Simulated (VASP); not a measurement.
Set up this calculation in VASP 6.6.1, as the native input.

* Task: single point
* Functional: PBE
* Dispersion: D3(BJ)
* Potentials or basis: VASP PAW PBE potentials, release 64 (Te, Mo_sv)
* Cutoff: 520 eV
* k mesh: 6 × 6 × 2
* Occupations: gaussian, width 0.05 eV
* Spin: no spin polarisation
* Dipole correction: no
* Further INCAR settings: ALGO = Normal; EDIFF = 1e-07; NBANDS = 35

The structure of Te2Mo lies in POSCAR:

```
Te2Mo
1.0
    3.4958960953      0.0000000000      0.0000000000
   -1.7479480476      3.0275348275      0.0000000000
    0.0000000000      0.0000000000     13.6856818211
Te Mo
4 2
Direct
    0.3333333333      0.6666666667      0.6170855419
    0.6666666667      0.3333333333      0.1170855419
    0.3333333333      0.6666666667      0.8829144581
    0.6666666667      0.3333333333      0.3829144581
    0.3333333333      0.6666666667      0.2500000000
    0.6666666667      0.3333333333      0.7500000000
```

One way to write it, as run:

INCAR

```
PREC = Accurate ; ENCUT = 520
EDIFF = 1E-7 ; ISMEAR = 0
SIGMA = 0.05 ; LREAL = False
LASPH = True ; NELM = 100
ALGO = Normal ; ISIF = 2
LWAVE = False ; LCHARG = False
GGA = PE ; IVDW = 12
NBANDS = 35
```

KPOINTS

```
Automatic mesh
0
Gamma
  6 6 2
```

Potentials or basis: VASP PAW PBE potentials, release 64 (Te, Mo_sv).

Command:

```bash
$ cat potpaw_PBE.64/Te/POTCAR potpaw_PBE.64/Mo_sv/POTCAR > POTCAR
$ mpirun -np 1 vasp_std > vasp.out
```

It gave:

The pressure is -0.1 GPa. The largest force is 0.011 eV/Å. The band gap on the k mesh is 0.70 eV, indirect (least direct gap 1.02 eV). The dispersion energy per atom is -0.555 eV.

Caveat: spin-orbit coupling is left out, which moves the levels of the heavy elements.

Wall time 96 s on 1 thread of Intel(R) Xeon(R) Platinum 8259CL CPU @ 2.50GHz (Skylake/Cascade Lake) (shared host), peak memory 0.31 GiB.
